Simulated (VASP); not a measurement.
# HfO2: structure and properties in VASP, part 2 of 3

Aim: relax HfO2, then compute properties on the relaxed cell. The start is a cell from a database of measured crystal structures.

VASP 6.6.1; PBE with D3(BJ); plane waves and PAW (Hf_pv, O).

So far, gap on the k-mesh (eV): step 2 (full relaxation (PBE + D3(BJ))) 3.95; step 3 (second relaxation) 3.95. The relaxed cell has a = 5.049 Å (conventional setting).

## (4) Density, ELF and potential (PBE + D3(BJ))

The relaxed cell gets a fresh self-consistent run, on a basis set for its own volume, to fix the density and to check the remaining stress.

Contents of INCAR:

```
SYSTEM = HfO2
PREC = Accurate
ENCUT = 520
EDIFF = 1E-06
NELM = 100
ISMEAR = 0
SIGMA = 0.05
LREAL = .FALSE.
ALGO = Normal
GGA = PE
IVDW = 12
NBANDS = 17
LASPH = .TRUE.
LORBIT = 11
LWAVE = .FALSE.
LCHARG = .TRUE.
ISIF = 2
LELF = .TRUE.
LVHAR = .TRUE.
```

Contents of POSCAR:

```
HfO2
1.0
    0.0000000000      2.5242698519      2.5242698519
    2.5242698519      0.0000000000      2.5242698519
    2.5242698519      2.5242698519      0.0000000000
Hf O
1 2
Direct
    0.0000000000      0.0000000000      0.0000000000
    0.2500000000      0.2500000000      0.2500000000
    0.7500000000      0.7500000000      0.7500000000
```

Contents of KPOINTS:

```
Automatic mesh
0
Gamma
9 9 9
0 0 0
```

The projector-augmented-wave data sets are Hf_pv and O (PBE family, release 64).

Launch:

```sh
> mpirun -np 2 vasp_std
```

Log:

```text
[banner, memory and clock lines left out]
running    2 mpi-ranks, on    1 nodes
 distrk:  each k-point on    2 cores,    1 groups
 distr:  one band on    1 cores,    2 groups

 POSCAR found type information on POSCAR HfO
 POSCAR found :  2 types and       3 ions
 LDA part: xc-table for (Slater+PW92), standard interpolation
|                                                                             |
|           W    W    AA    RRRRR   N    N  II  N    N   GGGG   !!!           |
|           W    W   A  A   R    R  NN   N  II  NN   N  G    G  !!!           |
|           W    W  A    A  R    R  N N  N  II  N N  N  G       !!!           |
|           W WW W  AAAAAA  RRRRR   N  N N  II  N  N N  G  GGG   !            |
|           WW  WW  A    A  R   R   N   NN  II  N   NN  G    G                |
|           W    W  A    A  R    R  N    N  II  N    N   GGGG   !!!           |
|                                                                             |
|     The number of bands has been changed from the values supplied in        |
|     The orbitals not found in the WAVECAR file will be initialized with     |
|     random numbers, which is usually adequate. For correlated               |
|     calculations, however, you should redo the groundstate calculation.     |
|     I found NBANDS = 17. Now, NBANDS = 18.                                  |
|                                                                             |

 POSCAR, INCAR and KPOINTS ok, starting setup
 FFT: planning ... GRIDC
 FFT: planning ... GRID_SOFT
 FFT: planning ... GRID
 WAVECAR not read
 entering main loop
       N       E                     dE             d eps       ncg     rms          rms(c)
DAV:   1     0.906184468261E+02    0.90618E+02   -0.12806E+04  1260   0.122E+03
DAV:   2    -0.318070489642E+02   -0.12243E+03   -0.11764E+03  1604   0.290E+02
DAV:   3    -0.359724223575E+02   -0.41654E+01   -0.41487E+01  1458   0.466E+01
DAV:   4    -0.359965273013E+02   -0.24105E-01   -0.24098E-01  1556   0.396E+00
DAV:   5    -0.359966734186E+02   -0.14612E-03   -0.14612E-03  1408   0.285E-01    0.492E+01
DAV:   6    -0.303644619042E+02    0.56322E+01   -0.19994E+01  1290   0.324E+01    0.424E+01
DAV:   7    -0.302769641303E+02    0.87498E-01   -0.65439E-01  1436   0.669E+00    0.294E+01
DAV:   8    -0.302625668284E+02    0.14397E-01   -0.26651E-01  1388   0.476E+00    0.950E+00
DAV:   9    -0.302421471776E+02    0.20420E-01   -0.63553E-02  1336   0.211E+00    0.263E+00
DAV:  10    -0.302423032005E+02   -0.15602E-03   -0.32096E-03  1400   0.436E-01    0.192E-01
DAV:  11    -0.302423491042E+02   -0.45904E-04   -0.16515E-04  1464   0.113E-01    0.209E-01
DAV:  12    -0.302423600390E+02   -0.10935E-04   -0.35144E-05  1382   0.399E-02    0.141E-02
DAV:  13    -0.302423609614E+02   -0.92238E-06   -0.14463E-06  1380   0.921E-03
   1 F= -.30970690E+02 E0= -.30970690E+02  d E =-.113618E-17
```

Elapsed: 15 s, on 2 MPI ranks of Intel Xeon Platinum 8488C (Sapphire Rapids), shared host; peak memory 0.29 GiB; 29 s of CPU time.

From OUTCAR (step 4):

```text
The static configuration has the point symmetry O_h .

 Found     35 irreducible k-points:

   k-points           NKPTS =     35   k-points in BZ     NKDIM =     35   number of bands    NBANDS=     18

   NELECT =      22.0000    total number of electrons

 E-fermi :   4.6261

 k-point     1 :       0.0000    0.0000    0.0000
  band No.  band energies     occupation
    ...
      7      -1.0324      2.00000
      8      -1.0324      2.00000
      9       3.7756      2.00000
     10       3.7756      2.00000
     11       3.7756      2.00000
     12       8.3004      0.00000
     13       8.3004      0.00000
     14      10.3276      0.00000
     15      14.9726      0.00000
     16      14.9726      0.00000
    ...

 k-point     2 :       0.1111    0.0000    0.0000
  band No.  band energies     occupation
    ...
      7      -0.9105      2.00000
      8      -0.6918      2.00000
      9       3.4043      2.00000
     10       3.5410      2.00000
     11       3.5410      2.00000
     12       8.5431      0.00000
     13       8.5431      0.00000
     14      10.8272      0.00000
     15      14.3832      0.00000
     16      14.7510      0.00000
    ...

 Edisp (eV)   -0.72833

  Total      -0.02668    -0.02668    -0.02668    -0.00000     0.00000     0.00000
  in kB      -1.32872    -1.32872    -1.32872    -0.00000     0.00000     0.00000
  external pressure =       -1.33 kB  Pullay stress =        0.00 kB

  FREE ENERGIE OF THE ION-ELECTRON SYSTEM (eV)
  ---------------------------------------------------
  free  energy   TOTEN  =       -30.9706895462 eV

  energy  without entropy=      -30.9706895462  energy(sigma->0) =      -30.97068955

[... 9 parts as in an earlier step ...]

[... 5 further parts left out ...]
```

This step gave:

```
SCF cycles   : 13
bands        : 18
Fermi energy : 4.626 eV
pressure     : -0.1329 GPa
```

Valence electrons inside each PAW sphere by angular momentum. Sphere charges, by row:

```
atom  s (e)  p (e)  d (e)  tot (e)
 Hf1  0.296  6.589  1.384    8.269
  O2  1.562  3.562      0    5.124
  O3  1.562  3.562      0    5.124
```

ELF in the ac plane of a cell with a along [110], b along [-110] and c along [001] of the cube at fractional y = 0.000, with atoms of Hf and O within 0.2 Å of it. It is the smooth field of the valence electrons, not physical close to the nuclei.

Ten even steps from '_' (0.01) to '@' (0.79), each cell a mean:
```
..====::====----++::..====::====----++::
==++--**@@@@%%========++--**@@@@%%======
::..==@@@@%%@@##::::::..==@@@@%%@@##::::
__..**@@##**@@%%--____..**@@##**@@%%--__
__..++@@@@@@@@##::____..++@@@@@@@@##::__
____--++##%%**==..______--++##%%**==..__
______..::::....__________..::::....____
____..--====--::________..--====--::____
____==%%@@@@%%**::______==%%@@@@%%**::__
__..**@@@@%%@@%%--____..**@@@@%%@@%%--__
__..++@@%%**@@%%::____..++@@%%**@@%%::__
==--==%%@@@@@@**::====--==%%@@@@@@**::==
--======##%%**--++==--======##%%**--++==
__--==....::..::++..__--==....::..::++..
```
Columns run along a (7.1 Å), rows up along c (5.0 Å), edges of the conventional cell, whose origin can differ from the input's. Atoms in or near the plane, at fractional coordinates: Hf at (0.00, 0.00), Hf at (0.50, 0.00), O at (0.25, 0.25), O at (0.75, 0.25), O at (0.25, 0.75), O at (0.75, 0.75).

Electrostatic potential energy in the ac plane of a cell with a along [110], b along [-110] and c along [001] of the cube at fractional y = 0.000, with atoms of Hf and O within 0.2 Å of it. With pseudopotentials it is smooth inside the atoms' cores, unlike the true potential.

Ten even steps from '0' (-49 eV) to '9' (4 eV), each cell a mean:
```
45689997544568999754
56787688655678768865
77871048877787104887
89960028988996002898
99983269999998326999
99999999999999999999
99999999999999999999
99999999999999999999
99997689999999768999
99971049999997104999
88960028888896002888
66883268766688326876
55789887655578988765
45689987544568998754
```
Columns run along a (7.1 Å; values clipped at the 3rd and 97th percentile), rows up along c (5.0 Å), edges of the conventional cell, whose origin can differ from the input's. Atoms in or near the plane, at fractional coordinates: Hf at (0.00, 0.00), Hf at (0.50, 0.00), O at (0.25, 0.25), O at (0.75, 0.25), O at (0.25, 0.75), O at (0.75, 0.75).

Valence density in the ac plane of a cell with a along [110], b along [-110] and c along [001] of the cube at fractional y = 0.000, with atoms of Hf and O within 0.2 Å of it. It is the smooth field of the valence electrons, not physical close to the nuclei.

Values in e/Å³, 8 rows by 16 columns, each cell a mean:
```
2.8 1.6 0.5 0.7 0.8 0.5 1.0 2.5 2.8 1.6 0.5 0.7 0.8 0.5 1.0 2.5
0.5 0.4 1.0 4.3 5.5 1.9 0.4 0.4 0.5 0.4 1.0 4.3 5.5 1.9 0.4 0.4
0.1 0.1 0.7 3.1 4.0 1.3 0.2 0.1 0.1 0.1 0.7 3.1 4.0 1.3 0.2 0.1
0.0 0.1 0.2 0.3 0.4 0.2 0.1 0.0 0.0 0.1 0.2 0.3 0.4 0.2 0.1 0.0
0.0 0.1 0.2 0.6 0.8 0.3 0.1 0.0 0.0 0.1 0.2 0.6 0.8 0.3 0.1 0.0
0.1 0.2 0.9 4.2 5.4 1.8 0.3 0.1 0.1 0.2 0.9 4.2 5.4 1.8 0.3 0.1
0.9 0.6 0.8 3.1 4.0 1.5 0.5 0.8 0.9 0.6 0.8 3.1 4.0 1.5 0.5 0.8
3.2 1.9 0.5 0.4 0.4 0.4 1.2 2.9 3.2 1.9 0.5 0.4 0.4 0.4 1.2 2.9
```
Columns run along a (7.1 Å), rows up along c (5.0 Å), edges of the conventional cell, whose origin can differ from the input's. Atoms in or near the plane, at fractional coordinates: Hf at (0.00, 0.00), Hf at (0.50, 0.00), O at (0.25, 0.25), O at (0.75, 0.25), O at (0.25, 0.75), O at (0.75, 0.75).

In this run the pressure is -0.13 GPa, small enough to go on.

## (5) Bands along the symmetry lines (PBE + D3(BJ))

The mesh alone shows little of the dispersion and can miss band extrema, so KPOINTS_OPT adds a path through the symmetry points after the self-consistent cycle.

Contents of INCAR:

```
SYSTEM = HfO2
PREC = Accurate
ENCUT = 520
EDIFF = 1E-06
NELM = 100
ISMEAR = 0
SIGMA = 0.05
LREAL = .FALSE.
ALGO = Normal
GGA = PE
IVDW = 12
NBANDS = 24
LASPH = .TRUE.
LORBIT = 11
LWAVE = .FALSE.
LCHARG = .FALSE.
KPAR = 2
```

POSCAR is that of step 4.

KPOINTS is that of step 4.

Contents of KPOINTS_OPT:

```
Line mode
16
Line-mode
Reciprocal
  0.00000000   0.00000000   0.00000000 GAMMA
  0.50000000   0.00000000   0.50000000 X

  0.50000000   0.00000000   0.50000000 X
  0.50000000   0.25000000   0.75000000 W

  0.50000000   0.25000000   0.75000000 W
  0.37500000   0.37500000   0.75000000 K

  0.37500000   0.37500000   0.75000000 K
  0.00000000   0.00000000   0.00000000 GAMMA

  0.00000000   0.00000000   0.00000000 GAMMA
  0.50000000   0.50000000   0.50000000 L

  0.50000000   0.50000000   0.50000000 L
  0.62500000   0.25000000   0.62500000 U

  0.62500000   0.25000000   0.62500000 U
  0.50000000   0.25000000   0.75000000 W

  0.50000000   0.25000000   0.75000000 W
  0.50000000   0.50000000   0.50000000 L

  0.50000000   0.50000000   0.50000000 L
  0.37500000   0.37500000   0.75000000 K

  0.62500000   0.25000000   0.62500000 U
  0.50000000   0.00000000   0.50000000 X
```

Launch:

```sh
> mpirun -np 2 vasp_std
```

Log:

```text
[... set-up lines as in an earlier step ...]
 entering main loop
       N       E                     dE             d eps       ncg     rms          rms(c)
DAV:   1     0.851879584415E+02    0.85188E+02   -0.11849E+04  1680   0.908E+02
DAV:   2    -0.324357851319E+02   -0.11762E+03   -0.11329E+03  2104   0.246E+02
DAV:   3    -0.359839053096E+02   -0.35481E+01   -0.35385E+01  2064   0.354E+01
DAV:   4    -0.359966161053E+02   -0.12711E-01   -0.12710E-01  1864   0.238E+00
DAV:   5    -0.359966745643E+02   -0.58459E-04   -0.58459E-04  2064   0.144E-01    0.492E+01
DAV:   6    -0.303656472561E+02    0.56310E+01   -0.14941E+01  1744   0.243E+01    0.419E+01
DAV:   7    -0.302775776725E+02    0.88070E-01   -0.59900E-01  1960   0.493E+00    0.295E+01
DAV:   8    -0.302671749341E+02    0.10403E-01   -0.24222E-01  1704   0.380E+00    0.112E+01
DAV:   9    -0.302420448558E+02    0.25130E-01   -0.55624E-02  1696   0.177E+00    0.314E+00
DAV:  10    -0.302422689684E+02   -0.22411E-03   -0.26177E-03  2032   0.316E-01    0.613E-01
DAV:  11    -0.302423629338E+02   -0.93965E-04   -0.24818E-04  1792   0.119E-01    0.385E-01
DAV:  12    -0.302423602252E+02    0.27086E-05   -0.17847E-05  1824   0.256E-02    0.891E-02
DAV:  13    -0.302423609591E+02   -0.73392E-06   -0.28484E-06  1792   0.935E-03
   1 F= -.30970690E+02 E0= -.30970690E+02  d E =-.267031E-14
 Start KPOINTS_OPT (optional k-point list driver)
k-point batch [1-35\160]
       N       E                     dE             ncg
DAV:   1    -0.231922516515E+04   -0.26168E+05     1680
DAV:   2    -0.633181862259E+04   -0.40126E+04     2120
DAV:   3    -0.646539766057E+04   -0.13358E+03     1952
DAV:   4    -0.646592569103E+04   -0.52803E+00     1976
DAV:   5    -0.646592829358E+04   -0.26026E-02     1984
DAV:   6    -0.646592831346E+04   -0.19883E-04     1928
DAV:   7    -0.646592831364E+04   -0.17228E-06     1472
[...]
k-point batch [141-160\160]
       N       E                     dE             ncg
DAV:   1     0.108561096050E+05   -0.19341E+05      960
DAV:   2     0.856596649167E+04   -0.22901E+04     1176
DAV:   3     0.848812406891E+04   -0.77842E+02     1144
DAV:   4     0.848782886387E+04   -0.29521E+00     1040
DAV:   5     0.848782744852E+04   -0.14154E-02     1176
DAV:   6     0.848782743774E+04   -0.10779E-04     1040
DAV:   7     0.848782743764E+04   -0.94133E-07      856
```

It took 55 s on 2 MPI ranks; peak memory 0.37 GiB.

From OUTCAR (step 5):

```text
   k-points           NKPTS =     35   k-points in BZ     NKDIM =     35   number of bands    NBANDS=     24

   NELECT =      22.0000    total number of electrons

 E-fermi :   4.5905

 k-point     1 :       0.0000    0.0000    0.0000
  band No.  band energies     occupation
    ...
      7      -1.0324      2.00000
      8      -1.0324      2.00000
      9       3.7756      2.00000
     10       3.7756      2.00000
     11       3.7756      2.00000
     12       8.3004      0.00000
     13       8.3004      0.00000
     14      10.3275      0.00000
     15      14.9726      0.00000
     16      14.9726      0.00000
    ...

 Edisp (eV)   -0.72833

  Total      -0.02799    -0.02799    -0.02799     0.00000    -0.00000     0.00000
  in kB      -1.39419    -1.39419    -1.39419     0.00000    -0.00000     0.00000
  external pressure =       -1.39 kB  Pullay stress =        0.00 kB

 POSITION                                       TOTAL-FORCE (eV/Angst)
 -----------------------------------------------------------------------------------
      0.00000      0.00000      0.00000         0.000000     -0.000000      0.000000
      1.26213      1.26213      1.26213         0.000000      0.000000     -0.000000
      3.78640      3.78640      3.78640        -0.000000     -0.000000      0.000000
 -----------------------------------------------------------------------------------
    total drift:                                0.000000      0.000000      0.000000

  FREE ENERGIE OF THE ION-ELECTRON SYSTEM (eV)
  ---------------------------------------------------
  free  energy   TOTEN  =       -30.9706895439 eV

  energy  without entropy=      -30.9706895439  energy(sigma->0) =      -30.97068954

[... 9 parts as in an earlier step ...]

[... 7 further parts left out ...]
```

Spin-orbit coupling is off here; with elements this heavy it splits and shifts levels by tenths of an eV or more.

Numbers from this step:

* bands: 24
* Fermi energy: 4.590 eV
* pressure: -0.1394 GPa
* least gap on mesh and path: 3.836 eV
* least direct gap on mesh and path: 3.836 eV
* valence top at k: 0.5, 0, 0.5
* conduction bottom at k: 0.5, 0, 0.5
* least direct gap at k: 0.5, 0, 0.5

Electronic bands along the path, in eV, zero at the valence-band top; v1 is the highest filled band, c1 the lowest empty one:

```
          point     v4     v3     v2     v1    c1    c2    c3     c4
              Γ  -5.42  -0.61  -0.61  -0.61  3.91  3.91  5.94  10.58
0.47 of the way  -3.83  -3.36  -0.65  -0.65  4.56  4.57  8.11   9.04
              X  -3.49  -1.55  -1.55   0.00  3.84  5.57  6.75   8.28
0.47 of the way  -3.27  -1.83  -1.49  -0.09  4.22  5.51  6.83   7.88
              W  -2.58  -2.58  -1.41  -0.21  4.88  5.22  7.19   7.19
0.47 of the way  -2.98  -2.35  -1.36  -0.28  4.62  5.37  7.06   7.49
              K  -3.38  -2.27  -1.32  -0.34  4.37  5.50  7.04   7.66
0.47 of the way  -3.05  -3.00  -2.40  -0.61  4.41  5.16  7.34   8.45
              Γ  -5.42  -0.61  -0.61  -0.61  3.91  3.91  5.94  10.58
0.53 of the way  -3.87  -2.10  -1.49  -1.49  4.69  4.69  7.12   9.43
              L  -3.06  -2.76  -1.85  -1.85  4.66  4.66  7.11   9.11
0.47 of the way  -3.91  -2.10  -1.79  -1.31  4.59  5.01  7.10   8.45
              U  -3.38  -2.27  -1.32  -0.34  4.37  5.50  7.04   7.66
0.47 of the way  -3.04  -2.33  -1.35  -0.30  4.56  5.40  7.05   7.53
              W  -2.58  -2.58  -1.41  -0.21  4.88  5.22  7.19   7.19
0.53 of the way  -3.63  -2.21  -1.49  -1.28  4.64  5.03  7.11   8.30
              L  -3.06  -2.76  -1.85  -1.85  4.66  4.66  7.11   9.11
0.53 of the way  -3.90  -2.17  -1.59  -1.22  4.57  5.10  7.11   8.30
              K  -3.38  -2.27  -1.32  -0.34  4.37  5.50  7.04   7.66
      jump to U  -3.38  -2.27  -1.32  -0.34  4.37  5.50  7.04   7.66
0.53 of the way  -3.47  -1.72  -1.49  -0.06  4.03  5.55  6.80   8.05
              X  -3.49  -1.55  -1.55   0.00  3.84  5.57  6.75   8.28
```

The largest weight of each band there:

| point | v4 | v3 | v2 | v1 | c1 | c2 | c3 | c4 |
| --- | --- | --- | --- | --- | --- | --- | --- | --- |
| Γ | O 0.64 | O 0.94 | O 0.94 | O 0.94 | Hf 1.00 | Hf 1.00 | O 0.52 | Hf 0.69 |
| X | O 0.77 | O 0.75 | O 0.75 | O 1.00 | Hf 0.82 | Hf 1.00 | Hf 0.86 | Hf 0.80 |
| W | O 0.77 | O 0.77 | O 0.74 | O 1.00 | Hf 0.72 | Hf 0.97 | Hf 0.86 | Hf 0.86 |
| K | O 0.76 | O 0.73 | O 0.79 | O 0.97 | Hf 0.80 | Hf 0.94 | Hf 0.85 | Hf 0.84 |
| Γ | O 0.64 | O 0.94 | O 0.94 | O 0.94 | Hf 1.00 | Hf 1.00 | O 0.52 | Hf 0.69 |
| L | O 0.80 | O 0.85 | O 0.85 | O 0.85 | Hf 0.97 | Hf 0.97 | Hf 0.90 | O 0.76 |

The path lowers the gap by 0.11 eV against the mesh alone, so a band edge lies off the mesh.

(Part 2 of 3 ends here.)

[Lines on the potential files, build, host, timing and source positions are cut from VASP's logs without a mark.]

[Logs are printed without paths, hosts, clocks, repeated set-up lines and the standing remarks that a program may print on its own settings, such as how far it seeks lower states.]

[Hosts, paths, dates, database ids (printed as entryN), source tags and the programs' standing remarks are cut or masked in the printed files.]

[Measured values are set beside computed ones only where the two were judged alike; some that the calculation misses by far are left out.]
